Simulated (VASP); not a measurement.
# Na4SrCaSi2 (P-4m2) in VASP: equation of state with PBEsol

Aim: the equation of state of Na4SrCaSi2 with PBEsol.

Everything below comes from runs of VASP 6.6.1. Logs are shortened: lines on timing, memory, paths and dates and some standing lists are left out, and cuts for length are marked.

**1. The crystal as given**

Symmetry: P-4m2, No. 115, tetragonal system. The conventional cell has a = 5.299 Å, b = 5.299 Å, c = 7.432 Å, α = 90.00°, β = 90.00°, γ = 90.00°. Around Sr (site symmetry -4m2) lie 10 Na at 3.27 to 3.75 Å and 4 Si at 3.27 Å. Ca (site symmetry -4m2) is surrounded by 4 Si at 3.20 Å and 4 Na at 3.21 Å. Around Si (site symmetry 2mm) lie 2 Ca at 3.20 Å and 5 Na at 3.20 to 3.61 Å and 2 Sr at 3.27 Å. Na (site symmetry -4m2) has 4 Si at 3.20 Å and 4 Na at 3.21 Å as nearest neighbours. Na (site symmetry -4m2) is surrounded by 4 Na at 3.27 Å and 4 Si at 3.27 Å and 2 Ca at 3.72 Å and 4 Sr at 3.75 Å. Around Na (site symmetry 2mm) lie 2 Ca at 3.21 Å and 4 Na at 3.21 to 3.27 Å and 2 Sr at 3.27 Å and 1 Si at 3.61 Å.

The cell comes from a database or a generator and needn't be the stable form of this composition.

**2. Equation of state, PBEsol**

Contents of run.py:

```python
from ase.calculators.vasp import Vasp
from ase.eos import EquationOfState
from ase.io import Trajectory
from ase.io import read
from ase.units import GPa

atoms = read('Na4SrCaSi2.cif')
calc = Vasp(
    directory='calc',
    xc='pbesol',
    pp='PBE',
    setups='gw',
    prec='Accurate',
    encut=550,
    ediff=1e-07,
    ismear=0,
    sigma=0.01,
    lreal=False,
    lasph=True,
    nelm=100,
    algo='Normal',
    isif=2,
    lwave=False,
    lcharg=False,
    kpts=[5, 5, 4],
    gamma=True,
)
atoms.calc = calc
cell = atoms.cell.copy()
volumes, energies = [], []
traj = Trajectory('eos.traj', 'w')
for x in [0.94, 0.96, 0.98, 1.0, 1.02, 1.04, 1.06]:
    atoms.set_cell(cell * x ** (1 / 3), scale_atoms=True)
    volumes.append(atoms.get_volume())
    energies.append(atoms.get_potential_energy())
    traj.write(atoms)
    print(f'{x:5.2f} {volumes[-1]:12.5f} {energies[-1]:14.6f}')

v0, e0, B = EquationOfState(volumes, energies, eos='sj').fit()
print(f'V0 = {v0:.4f} A^3, E0 = {e0:.6f} eV, B = {B / GPa:.2f} GPa')
```

Contents of Na4SrCaSi2.cif:

```cif
data_Na4SrCaSi2
_cell_length_a 5.29914300
_cell_length_b 5.29914300
_cell_length_c 7.43170800
_cell_angle_alpha 90.00000000
_cell_angle_beta 90.00000000
_cell_angle_gamma 90.00000000
_space_group_name_H-M_alt 'P1'
_space_group_name_Hall 'P 1'
_space_group_IT_number 1
loop_
_space_group_symop_operation_xyz
'x,y,z'
loop_
_atom_site_label
_atom_site_type_symbol
_atom_site_symmetry_multiplicity
_atom_site_Wyckoff_symbol
_atom_site_fract_x
_atom_site_fract_y
_atom_site_fract_z
_atom_site_occupancy
Sr1 Sr 1 a 0.0000000000 0.0000000000 0.0000000000 1
Ca1 Ca 1 a 0.5000000000 0.5000000000 0.5000000000 1
Si1 Si 1 a 0.0000000000 0.5000000000 0.2576830000 1
Si2 Si 1 a 0.5000000000 0.0000000000 0.7423170000 1
Na1 Na 1 a 0.0000000000 0.0000000000 0.5000000000 1
Na2 Na 1 a 0.5000000000 0.5000000000 0.0000000000 1
Na3 Na 1 a 0.0000000000 0.5000000000 0.7431210000 1
Na4 Na 1 a 0.5000000000 0.0000000000 0.2568790000 1
```

Potentials or basis: VASP PAW PBE potentials, release 64 (Sr_sv_GW, Ca_sv_GW, Si_GW, Na_sv_GW).

Started as:

```sh
> python run.py
```

The program printed:

```text
0.94    196.16782     -39.283859
 0.96    200.34161     -39.298814
 0.98    204.51539     -39.298604
 1.00    208.68917     -39.284077
 1.02    212.86296     -39.256830
 1.04    217.03674     -39.218298
 1.06    221.21052     -39.169614
V0 = 202.2830 A^3, E0 = -39.300594 eV, B = 27.62 GPa
```

OUTCAR:

```text
ENCUT = 550.000000
   EDIFF = 1.00e-07
   GGA = PS
   PREC = Accurate
   ISIF = 2
   ISMEAR = 0
   NELM = 100
   LASPH = .TRUE.
   LREAL = .FALSE.

 ion  position               nearest neighbor table
   1  0.000  0.000  0.000-   3 3.33   4 3.33   3 3.33   4 3.33
   2  0.500  0.500  0.500-   3 3.27   4 3.27   4 3.27   3 3.27
   3  0.000  0.500  0.258-   2 3.27   2 3.27   1 3.33   1 3.33
   4  0.500  0.000  0.742-   2 3.27   2 3.27   1 3.33   1 3.33
   5  0.000  0.000  0.500-
   6  0.500  0.500  0.000-
   7  0.000  0.500  0.743-
   8  0.500  0.000  0.257-

  LATTYP: Found a simple tetragonal cell.
 ALAT       =     5.4030741506
 C/A-ratio  =     1.4024358278

  Lattice vectors:

 A1 = (   5.4030741506,   0.0000000000,   0.0000000000)
 A2 = (   0.0000000000,   5.4030741506,   0.0000000000)
 A3 = (   0.0000000000,   0.0000000000,   7.5774647693)

Analysis of symmetry for initial positions (statically):
=====================================================================
 Subroutine PRICEL returns:
 Original cell was already a primitive cell.

 Routine SETGRP: Setting up the symmetry group for a
 simple tetragonal supercell.

 Subroutine GETGRP returns: Found  8 space group operations
 (whereof  8 operations were pure point group operations)
 out of a pool of 16 trial point group operations.

The static configuration has the point symmetry D_2d.

Analysis of symmetry for dynamics (positions and initial velocities):
=====================================================================
 Subroutine PRICEL returns:
[... 146 lines left out ...]
 Gauss-broadening in eV      SIGMA  =   0.01
  energy-cutoff  :      550.00
  volume of cell :      221.21
 maximum number of plane-waves:      6529
 NGX is ok and might be reduce to    42
   NGX = 21   NGY = 21   NGZ = 29

 number of electron      64.0000007 magnetization

 Free energy of the ion-electron system (eV)
  ---------------------------------------------------
  ext. energy  EPLUGINS =         0.00000000
  ---------------------------------------------------
  free energy    TOTEN  =       -39.16961431 eV

  energy without entropy =      -39.16961431  energy(sigma->0) =      -39.16961431

 E-fermi :   2.3309     XC(G=0):  -8.2925

 val. band max:        2.2834620389   @ k =   0.2000   0.2000   0.5000
 cond. band min:       2.3800646920   @ k =   0.0000   0.0000   0.0000
 fundamental gap:      0.0966026531
 Fermi energy:         2.3308540409

 k-point     1 :       0.0000    0.0000    0.0000
  band No.  band energies     occupation
      1     -50.2377      2.00000
      2     -50.2377      2.00000
      3     -49.2404      2.00000
      4     -49.0737      2.00000
      5     -38.7250      2.00000
      6     -32.9962      2.00000
[... 727 lines left out ...]
     37       4.8786      0.00000
     38       5.1652      0.00000

------------------------ aborting loop because EDIFF is reached ----------------------------------------

  FORCE on cell =-STRESS in cart. coord.  units (eV):
  Direction    XX          YY          ZZ          XY          YZ          ZX
  --------------------------------------------------------------------------------------
  -------------------------------------------------------------------------------------
  Total       -3.3240591     -3.3240591     -3.1915189      0.0000000      0.0000000      0.0000000
  in kB      -24.0754016    -24.0754016    -23.1154427      0.0000000      0.0000000      0.0000000
  external PRESSURE =     -23.7554153 kB  Pullay stress =       0.0000000 kB

 VOLUME and BASIS-vectors are now :
 -----------------------------------------------------------------------------
  energy-cutoff  :      550.00
  volume of cell :      221.21
      direct lattice vectors                 reciprocal lattice vectors
     5.403074151  0.000000000  0.000000000     0.185079822  0.000000000  0.000000000
     0.000000000  5.403074151  0.000000000     0.000000000  0.185079822  0.000000000
     0.000000000  0.000000000  7.577464769     0.000000000  0.000000000  0.131970261

 POSITION                                       TOTAL-FORCE (eV/Angst)
 -----------------------------------------------------------------------------------
      0.00000      0.00000      0.00000         0.000000     -0.000000      0.000000
      2.70154      2.70154      3.78873         0.000000      0.000000      0.000000
      0.00000      2.70154      1.95258         0.000000     -0.000000      0.026410
      2.70154      0.00000      5.62488         0.000000     -0.000000     -0.026410
      0.00000      0.00000      3.78873        -0.000000     -0.000000      0.000000
      2.70154      2.70154      0.00000         0.000000      0.000000      0.000000
      0.00000      2.70154      5.63097         0.000000     -0.000000     -0.105956
      2.70154      0.00000      1.94649         0.000000     -0.000000      0.105956
 -----------------------------------------------------------------------------------
    total drift:                                0.000000     -0.000000     -0.000000

  FREE ENERGIE OF THE ION-ELECTRON SYSTEM (eV)
  ---------------------------------------------------
  free  energy   TOTEN  =       -39.1696143069 eV

  energy  without entropy=      -39.1696143069  energy(sigma->0) =      -39.16961431
```

INCAR:

```text
ENCUT = 550.000000
SIGMA = 0.010000
EDIFF = 1.00e-07
ALGO = Normal
GGA = PS
PREC = Accurate
ISIF = 2
ISMEAR = 0
NELM = 100
LASPH = .TRUE.
LCHARG = .FALSE.
LWAVE = .FALSE.
LREAL = .FALSE.
```

It took 16 min on 1 thread of Intel Xeon 6975P-C (Granite Rapids), shared host; peak memory 0.44 GiB.

What came out:

```
Equilibrium volume                        : 25.29 Å³/atom
Bulk modulus at fixed shape and positions : 28 GPa
Pressure derivative of the bulk modulus   : 4.1 (rough: it moves with the points fitted)
```

Energy against volume, from the lowest point:
```tsv
volume (Å³/atom)	energy (meV/atom)
24.521	1.87
25.043	0.00
25.564	0.03
26.086	1.84
26.608	5.25
27.130	10.06
27.651	16.15
```

Caveat: the cell was scaled at fixed shape and fractional positions, which overstates the stiffness of a crystal with free parameters, most of all of layers and chains; the PAW data sets were made with another functional, which shifts forces and pressure a little.
